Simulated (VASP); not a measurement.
VASP runs on Y2Al (space group Fd-3m) share one base input (PBE GGA, plane waves, VASP's PBE PAW potentials (set 64)) and change the settings named in each case.

**INCAR**
```
# general
SYSTEM  = Y2Al
PREC    = Accurate
ENCUT   = 300
LREAL   = .FALSE.
LASPH   = .TRUE.

# electronic loop
EDIFF   = 1E-6
NELM    = 100
ALGO    = Normal
LMAXMIX = 4

# smearing
ISMEAR  = 0
SIGMA   = 0.2

# functional
GGA     = PE

# ions
ISIF    = 2

# output
LWAVE   = .FALSE.
LCHARG  = .FALSE.
```

### KPOINTS
```
Automatic
0
Gamma
  5 5 5
```

### POSCAR
```
Y2Al
1.0
  0.0000000000   4.7093480000   4.7093480000
  4.7093480000   0.0000000000   4.7093480000
  4.7093480000   4.7093480000   0.0000000000
Y Al
4 2
direct
  0.1250000000   0.1250000000   0.1250000000
  0.6250000000   0.1250000000   0.1250000000
  0.1250000000   0.6250000000   0.1250000000
  0.1250000000   0.1250000000   0.6250000000
  0.7500000000   0.7500000000   0.7500000000
  0.5000000000   0.5000000000   0.5000000000
```

POTCAR, in this order: Y_sv Al (PBE.64 set). Program: vasp_std.

```
change                                                                                                                                                              E(σ→0) (eV/atom)  pressure (GPa)  −TS (eV)
------------------------------------------------------------------------------------------------------------------------------------------------------------------  ----------------  --------------  --------
base run                                                                                                                                                                     -5.0140           -5.28   -0.1418
GGA = PS                                                                                                                                                                     -5.3329               …         …
GGA_COMPAT = .FALSE., LNONCOLLINEAR = .TRUE., LSORBIT = .TRUE., MAGMOM = 0.0 0.0 0.0 0.0 0.0 0.0 0.0 0.0 0.0 0.0 0.0 0.0 0.0 0.0 0.0 0.0 0.0 0.0, program vasp_ncl           -5.0465           -5.29   -0.1419
KPOINTS 3×3×3 Γ-centred mesh                                                                                                                                                 -5.0030           -5.06   -0.1705
```

### Question
Some entries are withheld; supply them.

### Answer

- GGA = PS, pressure (GPa): -6.61
- GGA = PS, −TS (eV): -0.1443

Energies of different potentials or functionals have different zeros.  At 300 eV the pressure can carry a Pulay error.

Left out are runs that ran out of time, are held back, or changed the cell or the kind of run, fixed moments of cells without a moment, rows past the twelfth, gaps on odd meshes, pressures of charged cells and columns that move by less than the noise.

The structure was generated: Y2Al was put into an ordered model structure, which need not be its known phase. The cell was not relaxed at this level, its lattice was scaled by up to 2.5 %.
